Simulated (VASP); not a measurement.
A convergence study with VASP on Ru (hcp): one setting is varied, all else stays as given below, so the limit is that of these other settings. Each run relaxes cell and ions from the cell shown. The basis is that of the starting cell, so low cut-offs carry a Pulay error.

```xyz
2
Lattice="1.3550 -2.3469 0.0000 1.3550 2.3469 0.0000 0.0000 0.0000 4.2800" Properties=species:S:1:pos:R:3 pbc="T T T"
Ru     1.3550     0.7823     1.0700
Ru     1.3550    -0.7823     3.2100
```

Level of theory: LDA (Ceperley-Alder, Perdew-Zunger), VASP's LDA PAW potentials (set 64) (plane waves; VASP). The tightest run used: 700 eV cut-off, 13×13×8 Γ-centred mesh, first-order Methfessel-Paxton smearing of 0.10 eV, potentials Ru_pv.

```csv
setting,relaxed volume (Å³/atom),E (eV/atom),plane waves
ENCUT = 200,11.916,-10.9491,183
ENCUT = 250,13.003,-10.7090,264
ENCUT = 300,13.085,-10.7079,336
ENCUT = 350,13.061,-10.7006,418
ENCUT = 400,13.098,-10.6969,512
```

**Question.** These are the cheaper rows. Estimate the results at ENCUT = 700, and how far the last row shown lies from them.

**Answer.** 
```json
[
 {"quantity": "relaxed volume (Å³/atom)", "tightest run": "13.125", "last row shown is off by": "-0.027"},
 {"quantity": "E (eV/atom)", "tightest run": "-10.6949", "last row shown is off by": "-0.0019"}
]
```

Left out are rungs that failed or repeat a setting and relaxations that didn't move; long series are thinned to 24 rows.

The compound is Ru in the hcp structure.
